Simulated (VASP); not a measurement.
```
CELL_PARAMETERS angstrom
      2.00117    -3.46614     0.00000
      2.00117     3.46614     0.00000
      0.00000     0.00000     6.20492
ATOMIC_POSITIONS crystal
  La 0.33333 0.66667 0.24518
  La 0.66667 0.33333 0.75482
  O  0.00000 0.00000 0.00000
  O  0.33333 0.66667 0.64612
  O  0.66667 0.33333 0.35388
```

Level of theory: optB86b-vdW, VASP's PBE PAW potentials (set 64) (plane waves; VASP). Settings: 520 eV cut-off, 7×7×4 Γ-centred mesh, Gaussian smearing of 0.050 eV, potentials La O.

Question: The ions and cell shape at fixed volume are relaxed. Give the cell that the relaxation ends in.

Answer: 
```
CELL_PARAMETERS angstrom
      1.98614    -3.44009     0.00000
      1.98614     3.44009     0.00000
      0.00000     0.00000     6.29923
ATOMIC_POSITIONS crystal
  La 0.33333 0.66667 0.24937
  La 0.66667 0.33333 0.75063
  O  0.00000 0.00000 0.00000
  O  0.33333 0.66667 0.64432
  O  0.66667 0.33333 0.35568
```
Space group P-3m1 (164), at a tolerance of 0.03 Å.

Question: How much energy does the relaxation gain?

Answer: The energy (σ→0) changes by -3.3 meV/atom, in 8 ionic steps.

| step | E(σ→0) (eV) | max force (eV/Å) | pressure (GPa) | volume (Å³) |
|---|---|---|---|---|
| 1 | -33.1958 | 0.404 | -7.05 | 86.08 |
| 2 | -33.2087 | 0.060 | -6.38 | 86.08 |
| 3 | -33.2091 | 0.092 | -6.22 | 86.08 |
| 4 | -33.2112 | 0.070 | -6.12 | 86.08 |
| 5 | -33.2121 | 0.042 | -6.01 | 86.08 |
| 6 | -33.2124 | 0.021 | -6.02 | 86.08 |
| 7 | -33.2125 | 0.012 | -6.03 | 86.08 |
| 8 | -33.2125 | 0.008 | -6.00 | 86.08 |

The compound is La2O3 in the a-type structure. This cell is one point of a volume scan, at 1.06 of the reference volume. Symmetry was kept, so distortions that lower it aren't found.
